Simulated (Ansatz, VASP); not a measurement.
**ReS in VASP and in Ansatz**

```
Re S
1.0
     0.00000    2.59246    2.59246
     2.59246    0.00000    2.59246
     2.59246    2.59246    0.00000
Re S
1 1
Direct
  0.00000 0.00000 0.00000
  0.25000 0.25000 0.25000
```

Alike in both runs: functional PBEsol; k mesh 8 × 8 × 8; occupations gaussian, width 0.1 eV; no spin polarisation.

Ansatz relaxed the structure, and its values are those at the end. VASP's run is a single point on that final structure, the one shown.

|  | VASP | Ansatz |
| --- | --- | --- |
| version | VASP 6.6.1 | Ansatz 0.2.0 |
| potentials or method | VASP PAW PBE potentials, release 64 (Re, S) | scalar-relativistic, plane waves, PAW |
| plane-wave cutoff (eV) | 520 | 420 |
| valence electrons in the cell | 13 | 21 |

VASP gave:

| Quantity | Value |
| --- | --- |
| gap on the k mesh at the Fermi level (eV) | none |
| pressure (GPa) | 1.7 |

Task: Estimate Ansatz's values.

Result: gap on the k mesh at the Fermi level (eV): none; pressure (GPa): -0.3.

A gap of «none» marks a metal or a gap that the smearing closes. The two sets of potentials don't hold the same shells in valence.

Caveats: the PAW data sets were made with another functional, which shifts forces and pressure a little (VASP). The runs have no spin-orbit coupling, so splittings on Re are missing.
